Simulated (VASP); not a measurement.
Calculation: PBEsol GGA, VASP's PBE PAW potentials (set 64) (plane waves; VASP).

Input for VASP

**INCAR**
```
! general
SYSTEM =SrO
PREC   =Accurate
ENCUT  =520
LREAL  =.FALSE.   ! projection in real space or not
LASPH  =.TRUE.
ICHARG =11   ! fixed density

! electronic loop
EDIFF  =1E-7
NELM   =100
ALGO   =Normal
LMAXMIX=4   ! l cut-off of mixed one-centre charges

! smearing
ISMEAR =0   ! Gaussian
SIGMA  =0.05   ! width (eV)

! functional
GGA    =PS   ! PBEsol

! output
LWAVE  =.FALSE.
LCHARG =.FALSE.
LORBIT =11   ! lm-projected
```

### POSCAR
```
SrO
1
    0.0000000000     2.5669863184     2.5669863184
    2.5669863184    -0.0000000000     2.5669863184
    2.5669863184     2.5669863184     0.0000000000
Sr O
1 1
Direct
  0.0000000000   0.0000000000   0.0000000000
  0.5000000000   0.5000000000   0.5000000000
```

KPOINTS:
```
k-points along high-symmetry lines
15
Line-mode
Reciprocal
  0.000000   0.000000   0.000000 ! GAMMA
  0.500000   0.000000   0.500000 ! X

  0.500000   0.000000   0.500000 ! X
  0.625000   0.250000   0.625000 ! U

  0.375000   0.375000   0.750000 ! K
  0.000000   0.000000   0.000000 ! GAMMA

  0.000000   0.000000   0.000000 ! GAMMA
  0.500000   0.500000   0.500000 ! L

  0.500000   0.500000   0.500000 ! L
  0.500000   0.250000   0.750000 ! W

  0.500000   0.250000   0.750000 ! W
  0.500000   0.000000   0.500000 ! X
```

POTCAR, in this order: Sr_sv O (PBE.64 set). Program: vasp_std. Read from the step before: CHGCAR.

What VASP printed:

File OSZICAR:
```
       N       E                     dE             d eps       ncg     rms          rms(c)
DAV:   1     0.732122932618E+02    0.73212E+02   -0.88370E+03  2160   0.131E+03
DAV:   2    -0.740107654628E+01   -0.80613E+02   -0.73636E+02  2724   0.244E+02
DAV:   3    -0.111843972363E+02   -0.37833E+01   -0.37341E+01  2960   0.501E+01
DAV:   4    -0.113144843596E+02   -0.13009E+00   -0.13002E+00  2940   0.828E+00
DAV:   5    -0.113168400200E+02   -0.23557E-02   -0.23556E-02  2872   0.887E-01
DAV:   6    -0.113168715755E+02   -0.31555E-04   -0.31555E-04  3036   0.844E-02
DAV:   7    -0.113168719250E+02   -0.34950E-06   -0.34950E-06  2676   0.779E-03
DAV:   8    -0.113168719368E+02   -0.11781E-07   -0.11779E-07  1776   0.946E-04
   1 F= -.11316872E+02 E0= -.11316872E+02  d E =-.661811E-11
```

File OUTCAR:
```
 val. band max:        1.5107296308   @ k =   0.0000   0.0000   0.0000

 cond. band min:       4.6628596091   @ k =   0.5000   0.0000   0.5000



 k-point     1 :       0.0000    0.0000    0.0000
  band No.  band energies     occupation
      1     -30.7101      2.00000
      2     -13.4934      2.00000
      3     -12.3578      2.00000
      4     -12.3578      2.00000
      5     -12.3578      2.00000
      6       1.5107      2.00000
      7       1.5107      2.00000
      8       1.5107      2.00000
      9       5.3664      0.00000
     10       7.6826      0.00000
     11       7.6826      0.00000
     12       7.6826      0.00000

 k-point     2 :       0.0357    0.0000    0.0357
  band No.  band energies     occupation
      1     -30.7077      2.00000
      2     -13.5437      2.00000
      3     -12.3627      2.00000
      4     -12.3627      2.00000
      5     -12.3062      2.00000
      6       1.4195      2.00000
      7       1.5034      2.00000
      8       1.5034      2.00000
      9       5.4517      0.00000
     10       7.6126      0.00000
     11       7.7400      0.00000
     12       7.7400      0.00000

 k-point     3 :       0.0714    0.0000    0.0714
  band No.  band energies     occupation
      1     -30.7007      2.00000
      2     -13.6679      2.00000
      3     -12.3772      2.00000
      4     -12.3772      2.00000
      5     -12.1812      2.00000
      6       1.1829      2.00000
      7       1.4833      2.00000
      8       1.4833      2.00000
      9       5.6759      0.00000
     10       7.4182      0.00000
     11       7.9089      0.00000
     12       7.9089      0.00000

 k-point     4 :       0.1071    0.0000    0.1071
  band No.  band energies     occupation
      1     -30.6894      2.00000
      2     -13.8190      2.00000
      3     -12.4005      2.00000
      4     -12.4005      2.00000
      5     -12.0350      2.00000
      6       0.8793      2.00000
      7       1.4550      2.00000
...
```

The density is held fixed in this step, so its total energy and stress have no physical meaning.

The structure comes from a measured SrO entry (Fm-3m) of the Crystallography Open Database, whose conditions weren't checked. It was relaxed first.
